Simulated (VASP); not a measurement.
# KNbF3: single point with r2SCAN

The system is KNbF3.

```
CELL_PARAMETERS angstrom
4.21368 0.00000 0.00000
0.00000 4.21368 0.00000
0.00000 0.00000 4.21368
ATOMIC_POSITIONS crystal
Nb 0.50000 0.50000 0.50000
F 0.50000 0.50000 0.00000
F 0.00000 0.50000 0.50000
F 0.50000 0.00000 0.50000
K 0.00000 0.00000 0.00000
```

The cell was built by a generator and needn't be a form met in nature.

- Program: VASP 6.6.1
- Task: single point
- Functional: r2SCAN
- Potentials or basis: VASP PAW PBE potentials, release 64 (Nb_sv, F, K_sv)
- Cutoff: 520 eV
- k mesh: 8 × 8 × 8
- Occupations: fermi-dirac, width 0.0237 eV
- Spin: no spin polarisation

```
Pressure               : 5.0 GPa
Band gap on the k mesh : none (metal or under the smearing width)
```

Levels at points of the mesh, in eV from the Fermi level:
```
           k point  band 17  band 18  band 19  band 20  band 21  band 22  band 23  band 24  band 25  band 26
(0.00, 0.00, 0.00)    -8.95    -8.80    -8.80    -8.80    -1.03    -1.03    -1.03    -0.49     1.50     1.50
(0.50, 0.00, 0.00)    -9.36    -9.10    -8.89    -8.89    -0.87     0.07     0.07     1.88     1.95     1.95
(0.50, 0.50, 0.00)    -9.28    -9.13    -9.13    -8.45     0.03     0.03     0.79     2.01     4.04     4.04
(0.50, 0.50, 0.50)   -10.18    -8.43    -8.43    -8.43     0.94     0.94     0.94     3.15     3.15     3.15
```

Wall time 4.1 min on 1 thread of Intel(R) Xeon(R) Platinum 8375C CPU @ 2.90GHz (Ice Lake), on a shared host, peak memory 0.23 GiB.

Caveat: the PAW data sets were made with another functional, which shifts forces and pressure a little; an odd number of electrons without spin polarisation forces a metal; a magnetic or distorted state may lie lower.
